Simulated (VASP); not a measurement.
# TaN (Fm-3m) in VASP: a series of runs, part 2 of 2

VASP 6.6.1. The steps go on from the part before.

## Step 3: Relaxation of cell and atoms, r2SCAN+rVV10

This run uses another cell than the first one, of 10.63 Å³/atom, 0.983 times its volume.

INCAR

```
PREC = Accurate
ENCUT = 520
EDIFF = 1E-7
ISMEAR = 0
SIGMA = 0.02
LREAL = False
LASPH = True
NELM = 80
ALGO = Normal
ISIF = 3
LWAVE = False
LCHARG = False
METAGGA = R2SCAN
LMIXTAU = True
LUSE_VDW = True
IVDW_NL = 2
BPARAM = 11.95
CPARAM = 0.0093
IBRION = 2
NSW = 80
EDIFFG = -0.002
```

KPOINTS

```
regular mesh
0
Gamma
  12 12 12
```

POSCAR

```
TaN                                     
1.0
   -0.0000000000      2.1990608520      2.1990608520
    2.1990608520      0.0000000000      2.1990608520
    2.1990608520      2.1990608520     -0.0000000000
  Ta              N             
     1     1
Direct
     0.5000000000000000    0.5000000000000000    0.5000000000000000
     1.0000000000000000    0.0000000000000000    0.0000000000000000
```

Potentials or basis: VASP PAW PBE potentials, release 64 (Ta_pv, N).

The run is started by

```
$ cat potpaw_PBE.64/Ta_pv/POTCAR potpaw_PBE.64/N/POTCAR > POTCAR
$ mpirun -np 1 vasp_std > vasp.out
```

OUTCAR:

```text
PREC = Accurate
   ENCUT = 520
   EDIFF = 1E-7
   ISMEAR = 0
   LREAL = False
   LASPH = True
   NELM = 80
   ISIF = 3
   METAGGA = R2SCAN
   IVDW_NL = 2
   BPARAM = 11.95
   IBRION = 2
   NSW = 80
   EDIFFG = -0.002

 ion  position               nearest neighbor table
   1  0.500  0.500  0.500-   2 2.20   2 2.20   2 2.20   2 2.20   2 2.20   2 2.20
   2  0.000  0.000  0.000-   1 2.20   1 2.20   1 2.20   1 2.20   1 2.20   1 2.20

  LATTYP: Found a face centered cubic cell.
 ALAT       =     4.3981217040

  Lattice vectors:

 A1 = (   0.0000000000,   2.1990608520,   2.1990608520)
 A2 = (   2.1990608520,   0.0000000000,   2.1990608520)
 A3 = (   2.1990608520,   2.1990608520,   0.0000000000)

Analysis of symmetry for initial positions (statically):
=====================================================================
 Subroutine PRICEL returns:
 Original cell was already a primitive cell.

 Routine SETGRP: Setting up the symmetry group for a
 face centered cubic supercell.

 Subroutine GETGRP returns: Found 48 space group operations
 (whereof 48 operations were pure point group operations)
 out of a pool of 48 trial point group operations.

[... 180 lines left out ...]
      6       5.4554      2.00000
      7       5.4554      2.00000
      8       7.4311      2.00000
      9       7.4311      2.00000
     10       7.4311      2.00000
     11       9.7355      0.00000
     12       9.7355      0.00000
[... 331 lines left out ...]
 k-point    24 :      -0.4167    0.1667    0.0000
  band No.  band energies     occupation
      1     -28.3171      2.00000
      2     -27.7654      2.00000
      3     -27.6409      2.00000
      4      -7.7858      2.00000
      5      -0.4850      2.00000
      6       1.9058      2.00000
      7       1.9922      2.00000
      8      10.2654      0.00000
      9      11.1877      0.00000
     10      11.3029      0.00000
     11      14.9353      0.00000
     12      17.1512      0.00000

 [... further k-points ...]

------------------------ aborting loop because EDIFF is reached ----------------------------------------

  FORCE on cell =-STRESS in cart. coord.  units (eV):
  Direction    XX          YY          ZZ          XY          YZ          ZX
  --------------------------------------------------------------------------------------
  -------------------------------------------------------------------------------------
  Total       -0.0021068     -0.0021068     -0.0021068     -0.0000000     -0.0000000     -0.0000000
  in kB       -0.1587049     -0.1587049     -0.1587049     -0.0000000     -0.0000000     -0.0000000
  external PRESSURE =      -0.1587049 kB  Pullay stress =       0.0000000 kB

 VOLUME and BASIS-vectors are now :
 -----------------------------------------------------------------------------
  energy-cutoff  :      520.00
  volume of cell :       21.27
      direct lattice vectors                 reciprocal lattice vectors
     0.000000000  2.199060852  2.199060852    -0.227369788  0.227369788  0.227369788
     2.199060852  0.000000000  2.199060852     0.227369788 -0.227369788  0.227369788
     2.199060852  2.199060852  0.000000000     0.227369788  0.227369788 -0.227369788

 POSITION                                       TOTAL-FORCE (eV/Angst)
 -----------------------------------------------------------------------------------
      2.19906      2.19906      2.19906        -0.000000     -0.000000     -0.000000
      0.00000      0.00000      0.00000         0.000000      0.000000      0.000000
 -----------------------------------------------------------------------------------
    total drift:                                0.000000     -0.000000     -0.000000

  FREE ENERGIE OF THE ION-ELECTRON SYSTEM (eV)
  ---------------------------------------------------
  free  energy   TOTEN  =       -59.3966435744 eV

  energy  without entropy=      -59.3962181815  energy(sigma->0) =      -59.39643088

 reached required accuracy - stopping structural energy minimisation
```

Wall time 53 s (1 thread of Intel Xeon 6975P-C (Granite Rapids), shared host); peak memory 0.23 GiB.

Results:

- Free energy: -59.3966 eV
- Pressure after relaxing: 0.0 GPa
- Band gap on the k mesh: none (metal or under the smearing width)

Final structure:
```cif
data_structure
_symmetry_space_group_name_H-M 'P 1'
_symmetry_Int_Tables_number 1
_cell_length_a 3.1099
_cell_length_b 3.1099
_cell_length_c 3.1099
_cell_angle_alpha 60.000
_cell_angle_beta 60.000
_cell_angle_gamma 60.000
_cell_volume 21.27
loop_
_atom_site_label
_atom_site_type_symbol
_atom_site_fract_x
_atom_site_fract_y
_atom_site_fract_z
_atom_site_occupancy
Ta1 Ta 0.50000 0.50000 0.50000 1
N1 N 0.00000 0.00000 0.00000 1
```

Caveat: the relaxation stopped at its first step, so nothing moved; the PAW data sets were made with another functional, which shifts forces and pressure a little.
